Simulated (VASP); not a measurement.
All values below come from r2SCAN+rVV10, VASP's PBE PAW potentials (set 64) (plane waves; VASP).

VASP ran on this input.

File KPOINTS:
```
Regular mesh
0
Gamma
 8 8 8
```

### POSCAR
```
GaAs
1.0
  0.0000000000   2.7673307571   2.7673307571
  2.7673307571   0.0000000000   2.7673307571
  2.7673307571   2.7673307571   0.0000000000
Ga As
1 1
Cartesian
  0.0000000000   0.0000000000   0.0000000000
  1.3836653785   1.3836653785   1.3836653785
```

### INCAR
```
SYSTEM = GaAs
PREC = Accurate; ENCUT = 520; LREAL = F
LASPH = T
EDIFF = 1E-7; NELM = 100; ALGO = Normal
LMAXMIX = 4; LMIXTAU = T
ISMEAR = 0; SIGMA = 0.05
METAGGA = R2SCAN; LUSE_VDW = T; BPARAM = 11.95
CPARAM = 0.0093
ISIF = 2
LWAVE = F; LCHARG = F
```

POTCAR, in this order: Ga_d As (PBE.64 set). Program: vasp_std.

Output

**OUTCAR**
```
 ion  position               nearest neighbor table
   1  0.000  0.000  0.000-   2 2.40   2 2.40   2 2.40   2 2.40
   2  0.250  0.250  0.250-   1 2.40   1 2.40   1 2.40   1 2.40
  LATTYP: Found a face centered cubic cell.
 ALAT       =     5.5346615142
 Subroutine PRICEL returns:
 Original cell was already a primitive cell.
 Subroutine GETGRP returns: Found 24 space group operations
The static configuration has the point symmetry T_d .
The dynamic configuration has the point symmetry T_d .
 Subroutine INISYM returns: Found 24 space group operations
 Subroutine IBZKPT returns following result:
 Found     29 irreducible k-points:

 Following reciprocal coordinates:
            Coordinates               Weight
  0.000000  0.000000  0.000000      1.000000
  0.125000  0.000000  0.000000      8.000000
  0.250000  0.000000  0.000000      8.000000
  0.375000  0.000000  0.000000      8.000000
  0.500000  0.000000  0.000000      4.000000
  0.125000  0.125000  0.000000      6.000000
  0.250000  0.125000  0.000000     24.000000
  0.375000  0.125000  0.000000     24.000000
  0.500000  0.125000  0.000000     24.000000
 -0.375000  0.125000  0.000000     24.000000
 -0.250000  0.125000  0.000000     24.000000
 -0.125000  0.125000  0.000000     12.000000
  0.250000  0.250000  0.000000      6.000000
  0.375000  0.250000  0.000000     24.000000
  0.500000  0.250000  0.000000     24.000000
 -0.375000  0.250000  0.000000     24.000000
 -0.250000  0.250000  0.000000     12.000000
  0.375000  0.375000  0.000000      6.000000
  0.500000  0.375000  0.000000     24.000000
 -0.375000  0.375000  0.000000     12.000000
  0.500000  0.500000  0.000000      3.000000
  0.375000  0.250000  0.125000     24.000000
  0.500000  0.250000  0.125000     48.000000
 -0.375000  0.250000  0.125000     24.000000
...
```

**OSZICAR**
```
       N       E                     dE             d eps       ncg     rms          rms(c)
DAV:   1     0.661288840824E+02    0.66129E+02   -0.96190E+03   754   0.200E+03
DAV:   2    -0.213805313766E+02   -0.87509E+02   -0.83946E+02   834   0.355E+02
DAV:   3    -0.284013871332E+02   -0.70209E+01   -0.69855E+01   934   0.803E+01
DAV:   4    -0.285171727480E+02   -0.11579E+00   -0.11575E+00   846   0.114E+01
DAV:   5    -0.285189282261E+02   -0.17555E-02   -0.17554E-02   939   0.124E+00    0.341E+00
DAV:   6    -0.264110796177E+02    0.21078E+01   -0.60359E-01   918   0.184E+01    0.208E+00
DAV:   7    -0.265449324914E+02   -0.13385E+00   -0.35712E-01   904   0.793E+00    0.957E-01
DAV:   8    -0.264319655262E+02    0.11297E+00   -0.11492E-01   779   0.515E+00    0.414E-01
DAV:   9    -0.263882527416E+02    0.43713E-01   -0.21720E-01   769   0.461E+00    0.191E-01
DAV:  10    -0.263813073825E+02    0.69454E-02   -0.74902E-02   769   0.273E+00    0.781E-02
DAV:  11    -0.264529979486E+02   -0.71691E-01   -0.43031E-02   774   0.203E+00    0.588E-02
DAV:  12    -0.264567826504E+02   -0.37847E-02   -0.17859E-03   959   0.434E-01    0.306E-02
DAV:  13    -0.264575562291E+02   -0.77358E-03   -0.19260E-04   824   0.154E-01    0.114E-02
DAV:  14    -0.264581677329E+02   -0.61150E-03   -0.37765E-04   774   0.276E-01    0.561E-03
DAV:  15    -0.264582636593E+02   -0.95926E-04   -0.10081E-04   794   0.115E-01    0.646E-03
DAV:  16    -0.264582669430E+02   -0.32837E-05   -0.16848E-06   952   0.156E-02    0.578E-03
DAV:  17    -0.264582777288E+02   -0.10786E-04   -0.34120E-06   779   0.215E-02    0.157E-03
DAV:  18    -0.264582788331E+02   -0.11043E-05   -0.33490E-07   804   0.662E-03    0.692E-04
DAV:  19    -0.264582789760E+02   -0.14287E-06   -0.18929E-07   776   0.413E-03    0.282E-04
DAV:  20    -0.264582788733E+02    0.10272E-06   -0.94502E-09   422   0.993E-04    0.761E-05
DAV:  21    -0.264582789011E+02   -0.27793E-07   -0.36742E-09   382   0.728E-04
   1 F= -.26458279E+02 E0= -.26458279E+02  d E =-.442708E-12
```

File OUTCAR:
```
------------------------ aborting loop because EDIFF is reached ----------------------------------------
  FORCE on cell =-STRESS in cart. coord.  units (eV):
  Direction    XX          YY          ZZ          XY          YZ          ZX
  --------------------------------------------------------------------------------------
  Total        1.4264468      1.4264468      1.4264468      0.0000000     -0.0000000      0.0000000
  in kB       53.9203812     53.9203812     53.9203812      0.0000000     -0.0000000      0.0000000
  external PRESSURE =      53.9203812 kB  Pullay stress =       0.0000000 kB
  volume of cell :       42.39
      direct lattice vectors                 reciprocal lattice vectors
     0.000000000  2.767330757  2.767330757    -0.180679523  0.180679523  0.180679523
     2.767330757  0.000000000  2.767330757     0.180679523 -0.180679523  0.180679523
     2.767330757  2.767330757  0.000000000     0.180679523  0.180679523 -0.180679523
  FREE ENERGIE OF THE ION-ELECTRON SYSTEM (eV)
  ---------------------------------------------------
  free  energy   TOTEN  =       -26.4582789011 eV

  energy  without entropy=      -26.4582789011  energy(sigma->0) =      -26.45827890
```
(Selected blocks of OUTCAR.)

The compound is GaAs in the zinc blende structure. This cell is one point of a volume scan, at 0.94 of the reference volume.
